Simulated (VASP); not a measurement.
Shape and ions are relaxed at each volume.

Energy against volume of ZnO (wurtzite). All values below come from PBE GGA with D3 dispersion (Becke-Johnson damping), VASP's PBE PAW potentials (set 64) (plane waves; VASP).

```
V (Å³/atom)  E (eV/atom)
-----------  -----------
11.408          -4.66053
11.772          -4.67694
12.136          -4.68235
12.500          -4.67843
12.865          -4.66660
```

### Question
Fit a third-order Birch-Murnaghan equation of state.

### Answer

- volume per atom = 12.16 Å³/atom
- bulk modulus = 136 GPa
- pressure derivative of the bulk modulus = 4.49

Measured: bulk modulus 143 GPa (computed value off by -5.2 %), as given by Cormac Toher et al., Physical Review Materials (2017), arXiv:1611.05714. The calculation is for a static lattice, while the measured bulk modulus holds thermal and zero-point effects, which are part of the difference.

The compound is ZnO in the wurtzite structure. It was relaxed first.
